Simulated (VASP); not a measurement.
These are PW91 GGA, VASP's PBE PAW potentials (set 64) (plane waves; VASP) values and carry that method's errors.

The input files of a VASP run:

File POSCAR:
```
Cd
1.0
  1.5300541389  -2.6501318152   0.0000000000
  1.5300541389   2.6501318152   0.0000000000
  0.0000000000   0.0000000000   6.0640120623
Cd
2
Cart
  1.5300541389   0.8833790385   1.5160030156
  1.5300541389  -0.8833790385   4.5480090467
```

File KPOINTS:
```
Automatic mesh
0
gamma
14 14 6
```

INCAR:
```
! general
SYSTEM  = Cd
PREC    = Accurate
ENCUT   = 520
LREAL   = .False.
LASPH   = .True.

! electronic loop
EDIFF   = 1E-7
NELM    = 100
ALGO    = Normal
LMAXMIX = 4

! smearing
ISMEAR  = 1
SIGMA   = 0.1

! functional
GGA     = 91

! ions
IBRION  = 2
NSW     = 30
ISIF    = 4
EDIFFG  = -0.01

! output
LWAVE   = .False.
LCHARG  = .False.
```

POTCAR, in this order: Cd (PBE.64 set). Program: vasp_std.

What does the run give for the energy per atom (σ→0), band gap (on the k-mesh)?

- energy per atom (σ→0): -0.757 eV/atom
- band gap (on the k-mesh): none (metal, semimetal or under 0.01 eV)

### OSZICAR
```
...
DAV:   1    -0.151485211309E+01   -0.59389E-03   -0.26259E-02  3208   0.148E+00    0.114E-01
DAV:   2    -0.151446678436E+01    0.38533E-03   -0.23268E-04  3216   0.203E-01    0.662E-02
DAV:   3    -0.151428387723E+01    0.18291E-03   -0.35480E-04  3280   0.176E-01    0.191E-02
DAV:   4    -0.151428598427E+01   -0.21070E-05   -0.25955E-05  3232   0.690E-02    0.179E-02
DAV:   5    -0.151428616242E+01   -0.17815E-06   -0.16223E-07  2392   0.601E-03    0.829E-03
DAV:   6    -0.151428583703E+01    0.32539E-06   -0.57619E-07  2680   0.600E-03    0.771E-03
DAV:   7    -0.151428579385E+01    0.43185E-07   -0.26391E-08  1608   0.186E-03
   4 F= -.15142858E+01 E0= -.15141487E+01  d E =-.197049E-02
```

The compound is Cd in the hcp structure. This cell is one point of a volume scan, at 1.06 of the reference volume. Symmetry was kept, so distortions that lower it aren't found.
